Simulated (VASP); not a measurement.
# Cu3F (P6/mmm) in VASP: a series of runs

One crystal, Cu3F, is run at these levels: PBE, r2SCAN+rVV10+U; tasks: relaxation of cell and atoms, single point.

Program: VASP 6.6.1. These are calculated values, not measurements. Logs are shortened: lines on timing, memory, paths and dates and some standing lists are left out, and cuts for length are marked.

## (1) The crystal as given

Symmetry: P6/mmm, No. 191, hexagonal system. Conventional cell: a = 3.848 Å, b = 3.848 Å, c = 4.406 Å, α = 90.00°, β = 90.00°, γ = 120.00°. Cu (site symmetry -6m2) has 6 Cu at 2.22 Å as nearest neighbours. Around Cu (site symmetry 6/mmm) lie 2 F at 2.20 Å and 6 Cu at 2.22 Å. F (site symmetry 6/mmm) has 2 Cu at 2.20 Å as nearest neighbours.

The cell was built by a generator and needn't be a form met in nature.

## (2) Relaxation of cell and atoms, PBE

The input, INCAR:

```
SYSTEM = Cu3F
PREC     = Accurate       ! precision mode
ENCUT    = 600            ! plane-wave cutoff, eV
EDIFF    = 1E-6           ! SCF threshold, eV
ISMEAR   = 0              ! smearing method
SIGMA    = 0.05           ! smearing width, eV
LREAL    = .False.        ! projectors in reciprocal space
LASPH    = .True.         ! aspherical terms in the spheres
NELM     = 100            ! most SCF steps
ALGO     = Normal         ! electronic algorithm
ISIF     = 3              ! what is computed and relaxed
LWAVE    = .False.        ! write WAVECAR
LCHARG   = .False.        ! write CHGCAR
GGA      = PE             ! functional
IBRION   = 2              ! ionic algorithm
NSW      = 40             ! ionic steps
EDIFFG   = -0.02          ! ionic threshold
```

The input, KPOINTS:

```
regular mesh
0
Gamma
  8 8 6
  0 0 0
```

The input, POSCAR:

```
Cu3F
1.0
    3.8484972100      0.0000000000      0.0000000000
   -1.9242486000      3.3328963500      0.0000000000
    0.0000000000      0.0000000000      4.4060580800
Cu F
3 1
Direct
    0.3333333300      0.6666666700      0.0000000000
    0.0000000000      0.0000000000      0.0000000000
    0.6666666700      0.3333333300      0.0000000000
    0.0000000000      0.0000000000      0.5000000000
```

Potentials or basis: VASP PAW PBE potentials, release 64 (Cu, F).

Command:

```
> cat potpaw_PBE.64/Cu/POTCAR potpaw_PBE.64/F/POTCAR > POTCAR
> mpirun -np 1 vasp_std > vasp.out
```

OUTCAR:

```text
SYSTEM = Cu3F
   PREC = Accurate
   ENCUT = 600
   EDIFF = 1E-6
   ISMEAR = 0
   LREAL = .False.
   LASPH = .True.
   NELM = 100
   ISIF = 3
   GGA = PE
   IBRION = 2
   NSW = 40
   EDIFFG = -0.02

 ion  position               nearest neighbor table
   1  0.333  0.667  0.000-   2 2.22   3 2.22   3 2.22   2 2.22   2 2.22   3 2.22
   2  0.000  0.000  0.000-   4 2.20   4 2.20   1 2.22   3 2.22   1 2.22   3 2.22   3 2.22   1 2.22

   3  0.667  0.333  0.000-   2 2.22   1 2.22   1 2.22   2 2.22   2 2.22   1 2.22
   4  0.000  0.000  0.500-   2 2.20   2 2.20

  LATTYP: Found a hexagonal cell.
 ALAT       =     3.8484972100
 C/A-ratio  =     1.1448775560

  Lattice vectors:

 A1 = (   3.8484972100,   0.0000000000,   0.0000000000)
 A2 = (  -1.9242486000,   3.3328963500,   0.0000000000)
 A3 = (   0.0000000000,   0.0000000000,   4.4060580800)

Analysis of symmetry for initial positions (statically):
=====================================================================
 Subroutine PRICEL returns:
 Original cell was already a primitive cell.

 Routine SETGRP: Setting up the symmetry group for a
 hexagonal supercell.

 Subroutine GETGRP returns: Found 24 space group operations
 (whereof 24 operations were pure point group operations)
 out of a pool of 24 trial point group operations.

The static configuration has the point symmetry D_6h.

Analysis of symmetry for dynamics (positions and initial velocities):
=====================================================================
 Subroutine PRICEL returns:
 Original cell was already a primitive cell.

 Routine SETGRP: Setting up the symmetry group for a
 hexagonal supercell.

 Subroutine GETGRP returns: Found 24 space group operations
 (whereof 24 operations were pure point group operations)
 out of a pool of 24 trial point group operations.

The dynamic configuration has the point symmetry D_6h.

 Subroutine INISYM returns: Found 24 space group operations
 (whereof 24 operations are pure point group operations),
 and found     1 'primitive' translations

----------------------------------------------------------------------------------------

                                     Primitive cell

  volume of cell :      56.5149

  direct lattice vectors                    reciprocal lattice vectors
     3.848497210  0.000000000  0.000000000     0.259841685  0.150019666  0.000000000
    -1.924248600  3.332896350  0.000000000     0.000000000  0.300039334  0.000000000
     0.000000000  0.000000000  4.406058080     0.000000000  0.000000000  0.226960240

  length of vectors
     3.848497210  3.848497207  4.406058080     0.300039333  0.300039334  0.226960240

  position of ions in fractional coordinates (direct lattice)
     0.333333330  0.666666670  0.000000000
     0.000000000  0.000000000  0.000000000
     0.666666670  0.333333330  0.000000000
     0.000000000  0.000000000  0.500000000

  ion indices of the primitive-cell ions
   primitive index   ion index
                 1           1
                 2           2
                 3           3
                 4           4

----------------------------------------------------------------------------------------

 KPOINTS: regular mesh

Automatic generation of k-mesh.
 Grid dimensions read from file:
 generate k-points for:    8    8    6

 Generating k-lattice:

  Cartesian coordinates                     Fractional coordinates (reciprocal lattice)
     0.032480211  0.018752458  0.000000000     0.125000000  0.000000000  0.000000000
     0.000000000  0.037504917  0.000000000     0.000000000  0.125000000  0.000000000
     0.000000000  0.000000000  0.037826707     0.000000000  0.000000000  0.166666667

  Length of vectors
     0.037504917  0.037504917  0.037826707

  Shift w.r.t. Gamma in fractional coordinates (k-lattice)
     0.000000000  0.000000000  0.000000000

 Subroutine IBZKPT returns following result:
 ===========================================

 Found     40 irreducible k-points:

 Following reciprocal coordinates:
            Coordinates               Weight
  0.000000  0.000000  0.000000      1.000000
  0.125000  0.000000  0.000000      6.000000
  0.250000  0.000000  0.000000      6.000000
  0.375000  0.000000  0.000000      6.000000
  0.500000  0.000000  0.000000      3.000000
  0.125000  0.125000  0.000000      6.000000
[... 16 lines left out ...]
  0.250000  0.000000  0.333333     12.000000
  0.375000  0.000000  0.333333     12.000000
 [... further k-points ...]
   k-points           NKPTS =     40   k-points in BZ     NKDIM =     40   number of bands    NBANDS=     24
   number of dos      NEDOS =    301   number of ions     NIONS =      4
   total plane-waves  NPLWV =  36864
   dimension x,y,z NGX =    32 NGY =   32 NGZ =   36
   dimension x,y,z NGXF=    64 NGYF=   64 NGZF=   72
   ions per type =               3   1
   NGX,Y,Z   is equivalent  to a cutoff of  13.82, 13.82, 13.58 a.u.
   NGXF,Y,Z  is equivalent  to a cutoff of  27.65, 27.65, 27.17 a.u.
 SYSTEM =  Cu3F
   PREC   = accura    normal or accurate (medium, high low for compatibility)
   ISTART =      0    job   : 0-new  1-cont  2-samecut
   ICHARG =      2    charge: 1-file 2-atom 10-const
   ISPIN  =      1    spin polarized calculation?
   LNONCOLLINEAR =      F non collinear calculations
   LSORBIT =      F    spin-orbit coupling
   LASPH  =      T    aspherical Exc in radial PAW
   ENCUT  =  600.0 eV  44.10 Ry    6.64 a.u.   7.69  7.69  8.80*2*pi/ulx,y,z
   NELM   =    100;   NELMIN=  2; NELMDL= -5     # of ELM steps
   EDIFF  = 0.1E-05   stopping-criterion for ELM
   LREAL  =      F    real-space projection
   EDIFFG = -.2E-01   stopping-criterion for IOM
   NSW    =     40    number of steps for IOM
   IBRION =      2    ionic relax: 0-MD 1-quasi-New 2-CG
   NFREE  =      1    steps in history (QN), initial steepest desc. (CG)
   ISIF   =      3    stress and relaxation
   ISYM   =      2    0-nonsym 1-usesym 2-fastsym
   POTIM  = 0.5000    time-step for ionic-motion
   TEBEG  =    0.0;   TEEND  =   0.0 temperature during run
   PSTRESS=    0.0 pullay stress
   NELECT =      40.0000    total number of electrons
   NUPDOWN=      -1.0000    fix difference up-down
   EMIN   =  10.00;   EMAX   =-10.00  energy-range for DOS
   EFERMI =   0.00;   METHOD = LEGACY
   ISMEAR =     0;   SIGMA  =   0.05  broadening in eV -4-tet -1-fermi 0-gaus
   EFERMI_NEDOS =   21; number of points for ismear=-14 and -15
   IALGO  =     38    algorithm
   IMIX   =      4    mixing-type and parameters
     AMIX     =   0.40;   BMIX     =  1.00
     AMIX_MAG =   1.60;   BMIX_MAG =  1.00
  volume/ion in A,a.u.               =      14.13        95.35
  Fermi-wavevector in a.u.,A,eV,Ry     =   1.458950  2.757016 28.960481  2.128535
  Thomas-Fermi vector in A             =   2.575574
   LORBIT       =      0    0 simple, 1 ext, 2 COOP (PROOUT), +10 PAW based schemes
   GGA     = PE    functional components
   LHFCALC =     F    Hartree Fock is set to
   AEXX    =    0.0000 exact exchange contribution
   IVDW    =     0    specifies the selected vdW correction
   LEPSILON=     F    determine dielectric tensor
   LRPA    =     F    only Hartree local field effects (RPA)
 conjugate gradient relaxation of ions
 non-spin polarized calculation
 Gauss-broadening in eV      SIGMA  =   0.05
  energy-cutoff  :      600.00
  volume of cell :       56.51
 maximum number of plane-waves:      1914
 NGX is ok and might be reduce to    32

--------------------------------------- Ionic step        1  -------------------------------------------

 number of electron      40.0000003 magnetization

 Free energy of the ion-electron system (eV)
  ---------------------------------------------------
  ext. energy  EPLUGINS =         0.00000000
  ---------------------------------------------------
  free energy    TOTEN  =       -11.76371861 eV

  energy without entropy =      -11.76217264  energy(sigma->0) =      -11.76294563

------------------------ aborting loop because EDIFF is reached ----------------------------------------

  FORCE on cell =-STRESS in cart. coord.  units (eV):
  Direction    XX          YY          ZZ          XY          YZ          ZX
  --------------------------------------------------------------------------------------
  -------------------------------------------------------------------------------------
  Total       13.7326443     13.7326443     -2.5097797      0.0000000     -0.0000000      0.0000000
  in kB      389.3153730    389.3153730    -71.1513229      0.0000006     -0.0000000      0.0000000
  external PRESSURE =     235.8264744 kB  Pullay stress =       0.0000000 kB
[... 95 lines left out ...]
  FREE ENERGIE OF THE ION-ELECTRON SYSTEM (eV)
  ---------------------------------------------------
  free  energy   TOTEN  =       -13.0507257525 eV

  energy  without entropy=      -13.0484479353  energy(sigma->0) =      -13.04958684

 E-fermi :   2.6092     XC(G=0): -10.0224

 val. band max:        2.5997187318   @ k =   0.1250   0.1250   0.3333
 cond. band min:       2.6206280253   @ k =   0.2500   0.0000   0.3333
 fundamental gap:      0.0209092935
 Fermi energy:         2.6091733955

 k-point     1 :       0.0000    0.0000    0.0000
  band No.  band energies     occupation
      1     -20.2808      2.00000
      2      -3.2507      2.00000
      3      -2.8078      2.00000
      4      -1.5297      2.00000
      5      -1.5297      2.00000
      6      -0.2314      2.00000
[... 637 lines left out ...]
     23       6.6478      0.00000
     24       8.9618      0.00000

 [... further k-points ...]

[... ionic steps 4 to 7 ...]

--------------------------------------- Ionic step        8  -------------------------------------------

 number of electron      40.0000018 magnetization

------------------------ aborting loop because EDIFF is reached ----------------------------------------

  FORCE on cell =-STRESS in cart. coord.  units (eV):
  Direction    XX          YY          ZZ          XY          YZ          ZX
  --------------------------------------------------------------------------------------
  -------------------------------------------------------------------------------------
  Total        0.3410723      0.3410723      0.0431579      0.0000000      0.0000000      0.0000000
  in kB        8.6510502      8.6510502      1.0946688      0.0000000      0.0000000      0.0000000
  external PRESSURE =       6.1322564 kB  Pullay stress =       0.0000000 kB
[... 61 lines left out ...]
  energy  without entropy=      -13.1936040796  energy(sigma->0) =      -13.19591850

--------------------------------------- Ionic step       10  -------------------------------------------

 number of electron      40.0000016 magnetization

 Free energy of the ion-electron system (eV)
  ---------------------------------------------------
  ext. energy  EPLUGINS =         0.00000000
  ---------------------------------------------------
  free energy    TOTEN  =       -13.19940455 eV

  energy without entropy =      -13.19478365  energy(sigma->0) =      -13.19709410

 E-fermi :   2.4950     XC(G=0):  -9.9595

 val. band max:        2.4834277906   @ k =   0.1250   0.1250   0.3333
 cond. band min:       2.5037621648   @ k =   0.2500   0.0000   0.3333
 fundamental gap:      0.0203343742
 Fermi energy:         2.4949636404

 k-point     1 :       0.0000    0.0000    0.0000
  band No.  band energies     occupation
      1     -20.3147      2.00000
      2      -3.3000      2.00000
      3      -2.8393      2.00000
      4      -1.5713      2.00000
      5      -1.5713      2.00000
      6      -0.3002      2.00000
[... 637 lines left out ...]
     23       6.5404      0.00000
     24       8.8293      0.00000

 [... further k-points ...]

------------------------ aborting loop because EDIFF is reached ----------------------------------------

  FORCE on cell =-STRESS in cart. coord.  units (eV):
  Direction    XX          YY          ZZ          XY          YZ          ZX
  --------------------------------------------------------------------------------------
  -------------------------------------------------------------------------------------
  Total        0.0096990      0.0096990     -0.0595588      0.0000000     -0.0000000     -0.0000000
  in kB        0.2440089      0.2440089     -1.4983951      0.0000000     -0.0000000     -0.0000000
  external PRESSURE =      -0.3367924 kB  Pullay stress =       0.0000000 kB
[... 19 lines left out ...]
  FREE ENERGIE OF THE ION-ELECTRON SYSTEM (eV)
  ---------------------------------------------------
  free  energy   TOTEN  =       -13.1994045513 eV

  energy  without entropy=      -13.1947836498  energy(sigma->0) =      -13.19709410

 reached required accuracy - stopping structural energy minimisation
```

It took 10 min on 1 thread of AMD EPYC 7R13 (Zen 3), shared host; peak memory 0.19 GiB.

What came out:

```yaml
Free_energy: -13.1994 eV
Relaxed_volume: 15.92 Å³/atom
Relaxed_cell: a = 4.305 Å, b = 4.305 Å, c = 3.968 Å, α = 90.00°, β = 90.00°, γ = 120.00°
Space_group_after_relaxing_to_0.05_Å: P6/mmm (No. 191)
Energy_gained_by_relaxing: 358.9 meV/atom
Ionic_steps: 10
Pressure_after_relaxing: 0.0 GPa
Band_gap_on_the_k_mesh: none (metal or under the smearing width)
```

Stress tensor (GPa, compression positive):
```
 0.02  0.00  0.00
 0.00  0.02  0.00
 0.00  0.00 -0.15
```

The path:
```tsv
step	energy change (eV)	largest force (eV/Å)	pressure (GPa)	volume (Å³)
1	0.0000	0.0000	23.58	56.51
2	-1.1289	0.0000	-7.81	74.46
3	-1.2870	0.0000	-2.77	68.13
4	-1.2879	0.0000	-2.95	68.44
5	-1.3868	0.0000	-1.69	66.02
6	-1.4321	0.0000	-0.17	63.77
7	-1.4341	0.0000	0.83	62.91
8	-1.4346	0.0000	0.61	63.17
9	-1.4345	0.0000	0.41	63.27
10	-1.4357	0.0000	-0.03	63.68
```

Final structure:
```cif
data_structure
_symmetry_space_group_name_H-M 'P 1'
_symmetry_Int_Tables_number 1
_cell_length_a 4.3048
_cell_length_b 4.3048
_cell_length_c 3.9683
_cell_angle_alpha 90.000
_cell_angle_beta 90.000
_cell_angle_gamma 120.000
_cell_volume 63.68
loop_
_atom_site_label
_atom_site_type_symbol
_atom_site_fract_x
_atom_site_fract_y
_atom_site_fract_z
_atom_site_occupancy
Cu1 Cu 0.33333 0.66667 0.00000 1
Cu2 Cu 0.00000 0.00000 0.00000 1
Cu3 Cu 0.66667 0.33333 0.00000 1
F1 F 0.00000 0.00000 0.50000 1
```

Caveat: the run has no spin polarisation, though such a crystal can be magnetic; semilocal functionals often make such compounds metallic where correlation or magnetic order opens a gap, which also shifts bond lengths.

## (3) Single point, r2SCAN+rVV10+U

The input, run.py:

```python
from ase.calculators.vasp import Vasp
from ase.dft.bandgap import bandgap
from ase.spacegroup import crystal

atoms = crystal(
    ['Cu', 'Cu', 'F'],
    basis=[[0.3333333333, 0.6666666667, 0.0], [0.0, 0.0, 0.0], [0.0, 0.0, 0.5]],
    spacegroup=191,
    setting=1,
    cellpar=[3.84849721, 3.84849721, 4.40605808, 90.0, 90.0, 120.0],
    primitive_cell=True,
)
calc = Vasp(
    directory='calc',
    xc='r2scan+rvv10',
    pp='PBE',
    setups='minimal',
    prec='Accurate',
    encut=500,
    ediff=0.001,
    ismear=-5,
    sigma=0.02,
    lreal=False,
    lasph=True,
    nelm=100,
    algo='Normal',
    isif=2,
    lwave=False,
    lcharg=True,
    lmaxmix=4,
    ldautype=2,
    ldauprint=1,
    lmixtau=True,
    lelf=True,
    lvhar=True,
    isym=1,
    ldau_luj={'Cu': {'L': 2, 'U': 5.3, 'J': 0}},
    kpts=[8, 8, 6],
    gamma=True,
    nbands=28,
)
atoms.calc = calc

print('energy (eV):', atoms.get_potential_energy())
print('free energy (eV):', atoms.get_potential_energy(force_consistent=True))
print('forces (eV/A):')
print(atoms.get_forces())
print('stress (eV/A^3, Voigt):', atoms.get_stress())
print('Fermi level (eV):', calc.get_fermi_level())
gap, top, bottom = bandgap(calc)
print('band gap (eV):', gap, 'from (spin, k, band)', top, 'to', bottom)
```

Potentials or basis: VASP PAW PBE potentials, release 64 (Cu, F).

Command:

```
> python run.py
```

Wall time 3.7 min (1 thread of AMD EPYC 7R13 (Zen 3), shared host); peak memory 0.27 GiB.

These settings aren't checked as converged (typed here: EDIFF = 0.001; ISMEAR = -5; SIGMA = 0.02; ISYM = 1): the numbers below hold their error.

Results:

| Property | Result |
| --- | --- |
| Free energy | -28.7452 eV |
| Pressure | 11.6 GPa |
| Band gap on the k mesh | none (metal or under the smearing width) |

Caveat: the PAW data sets were made with another functional, which shifts forces and pressure a little; the run has no spin polarisation, though such a crystal can be magnetic; U without spin polarisation on a metal has little footing.

## (4) For comparison

An earlier run on the cell as given: functional PBE; potentials or basis VASP PAW PBE potentials, release 64 (Cu, F); cutoff 520 eV; k mesh 8 × 8 × 6; occupations fermi-dirac, width 0.05 eV; no spin polarisation.

- Pressure: 23.5 GPa
- Band gap on the k mesh: none (metal or under the smearing width)
